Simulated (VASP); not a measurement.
# Convergence of energy and pressure with the k mesh for rocksalt NaCl, r2SCAN in VASP

The energy and pressure of rocksalt NaCl are calculated at one fixed cell on eight k meshes, from 2×2×2 to 13×13×13, with the r2SCAN functional. I use them to see how fast both quantities settle and what the settling costs. Every error is measured against the 13×13×13 run, so the zero in that row is a matter of definition. The energy error is below 1 meV/atom from 4×4×4 on, and the pressure error is then below 0.02 GPa. One row is out of order: 5×5×5 lies only 0.0067 meV/atom from the reference, closer than 6×6×6 at 0.0306 and even 10×10×10 at −0.0100. A coarser mesh should not do better than these.

## Computational details

Single-point runs at fixed cell and atoms; within a crystal every other setting is the same. Program: VASP 6.6.1, plane waves and PAW (data sets made for PBE of release 64), scalar-relativistic without spin-orbit coupling, no spin polarisation. Cutoff 400 eV; on the k meshes the divisions times the cell-vector length are 7 Å or more. Occupations: Fermi-Dirac smearing of 0.05 eV. Times are rough, from shared x86 server processors.

Notes on method and selection:

- The reference is the densest mesh run, which need not be fully converged.
- The space group named is that of the cell as run, which can be lower than that of the source structure.
- Runs that did not converge, have known faults or may not be shown are not listed, and runs on Ansatz's PAW sets soft_1 and soft_2 are kept to separate tables.

Columns:

- k-mesh length (Å): k-mesh length, the least over the axes of divisions times cell-vector length.
- k points: irreducible k points.
- energy error (meV/atom): energy per atom, extrapolated to zero smearing as the program prints it, minus that of the run on the densest mesh of the same crystal.
- pressure error (GPa): pressure minus that of the run on the densest mesh of the same crystal, compression positive.
- cost (core-s): processor time of the run, shared machines, rough.

Input lines of one member:

```
PREC = Accurate
ENCUT = 400
EDIFF = 1E-06
NELM = 100
ISMEAR = -1
SIGMA = 0.05
LREAL = .FALSE.
ALGO = Normal
METAGGA = R2SCAN
LASPH = .TRUE.
NBANDS = 13
LORBIT = 11
ISIF = 2
```

Command (options for logging and memory left out): `vasp_std`

## Numbers

| member | k-mesh length (Å) | k points | energy error (meV/atom) | pressure error (GPa) | cost (core-s) | remark |
| --- | --- | --- | --- | --- | --- | --- |
| k 2×2×2 | 7.9 | 3 | 122.8147 | 1.96224 | 6.1 |  |
| k 3×3×3 | 11.9 | 4 | 8.1037 | 0.17602 | 9.3 |  |
| k 4×4×4 | 15.9 | 8 | 0.7994 | 0.01439 | 13 |  |
| k 5×5×5 | 19.9 | 10 | 0.0067 | 0.00177 | 15 |  |
| k 6×6×6 | 23.8 | 16 | 0.0306 | −0.00140 | 20 |  |
| k 8×8×8 | 31.8 | 29 | 0.0170 | −0.00085 | 34 |  |
| k 10×10×10 | 39.7 | 47 | −0.0100 | 0.00052 | 51 |  |
| k 13×13×13 | 51.7 | 84 | 0.0000 | 0.00000 | 84 | known phase |

## The trend and its physics

The first three meshes show a steep fall. The energy error drops by a factor of 122.8147 / 8.1037 = 15.2 from 2×2×2 to 3×3×3, and by 8.1037 / 0.7994 = 10.1 from there to 4×4×4. The pressure error drops by factors of 1.96224 / 0.17602 = 11.1 and 0.17602 / 0.01439 = 12.2 over the same steps.

Such a fall is what theory gives for an insulator. With all valence bands filled, the quantity summed over k is smooth and periodic. A uniform mesh then goes wrong only through Fourier components that belong to hops over the mesh length L or further, which it counts into the average by mistake, and in an insulator these die off exponentially. The error goes roughly as exp(−L/λ), and the step from 3×3×3 to 4×4×4 gives λ = (15.9 − 11.9) / ln 10.1 = 1.7 Å.

The positive sign of the energy error also has a likely reason. These meshes contain Γ, where the top of the chlorine 3p band lies, and a coarse mesh gives that point too much weight. The pressure error is positive because expanding the cell at fixed divisions lengthens L and lowers the energy error, which acts as an outward push.

If the last factor held for one more step, 5×5×5 should have given 0.7994 / 10.1 = 0.079 meV/atom. The table has less than a tenth of that. The pressure shows no such gap: the same reasoning gives 0.01439 / 12.2 = 0.0012 GPa, against 0.00177 in the table.

## Members off the line

From 6×6×6 on the exponential fall has ended, and a small remainder is left. Its signs are telling. On the coarse meshes energy and pressure errors are both positive, but at 6×6×6, 8×8×8 and 10×10×10 they are opposite. The ratio of pressure to energy error, in GPa per meV/atom, is there −0.00140 / 0.0306 = −0.046, −0.00085 / 0.0170 = −0.050 and 0.00052 / (−0.0100) = −0.052. On the three coarsest meshes it is 1.96224 / 122.8147 = 0.016, 0.17602 / 8.1037 = 0.022 and 0.01439 / 0.7994 = 0.018. The remainder therefore seems to have a different source from the coarse-mesh error.

## Cost against accuracy

The time follows the number of irreducible k points, at about (84 − 6.1) / (84 − 3) = 0.96 core-s for each, plus a few core-s that every run needs. Going from 2×2×2 to 4×4×4 costs 7 core-s more and removes 122.8147 − 0.7994 = 122.0 meV/atom of error. Going on from 4×4×4 to 13×13×13 costs 71 core-s more and removes only 0.8 meV/atom.

For a single run of this small cell even the densest mesh is affordable. For a long series I would take 4×4×4 where 1 meV/atom is enough, and 6×6×6 at 20 core-s where a tenth of that is wanted. Beyond 6×6×6 the extra time buys changes of a few hundredths of a meV/atom at most.

## Review of the odd result

The 5×5×5 energy is 0.079 − 0.007 = 0.072 meV/atom below my estimate. Smearing drops out as a cause, since the wide gap leaves no partly filled bands. An unconverged reference would shift all rows alike, and a shift of 0.07 would spoil the agreement of the three denser meshes with it.

My main suspect is the plane-wave basis. At a fixed cutoff the number of plane waves differs from one k point to the next, so each mesh has a slightly different average basis. A poorer basis raises the energy and, through the Pulay stress, lowers the pressure, which is the sign pattern of the dense meshes.

I can split the 5×5×5 errors into a sampling part s, with the 4×4×4 ratio of 0.018, and a basis part b, with a ratio of −0.05:

s = (0.00177 + 0.05 × 0.0067) / (0.018 + 0.05) = 0.031 meV/atom

b = 0.0067 − 0.031 = −0.024 meV/atom

On this reading two errors of ordinary size nearly cancel. The rest of the shortfall, 0.079 − 0.031 = 0.048, would belong to my extrapolation, which rests on a single factor.

The cheapest check is 5×5×5 with a tighter EDIFF, at little more than 15 core-s. The present threshold is 0.0005 meV/atom, so I expect no visible change; a shift of several hundredths would put the blame on self-consistency.

Next comes a 7×7×7 mesh, at between 20 and 34 core-s. Its sampling error should be negligible. Errors of opposite sign in the ratio −0.05 would support the basis, and errors of equal sign would speak against it.

The dearest is a higher cutoff for 5×5×5, 6×6×6 and the reference, at more than 15 + 20 + 84 = 119 core-s. If the basis is responsible, the 5×5×5 error rises towards 0.03 and the 6×6×6 error shrinks. If 5×5×5 stays near 0.007, its sampling error really is that small.

## Rules of thumb and their limits

For this cell, 4×4×4 is good to 1 meV/atom and 0.02 GPa, and every mesh from 5×5×5 on agrees with the reference to within 0.04 meV/atom and 0.002 GPa. I would not rank the meshes within that last group by energy. The exponential fall relies on the gap, so these mesh lengths should not be carried over to a metal.

The errors also say nothing about how well the cutoff itself is converged, since all rows share the same 400 eV and most of that error cancels in the differences.

[Logs are printed without paths, hosts, clocks, repeated set-up lines and the standing remarks that a program may print on its own settings, such as how far it seeks lower states.]
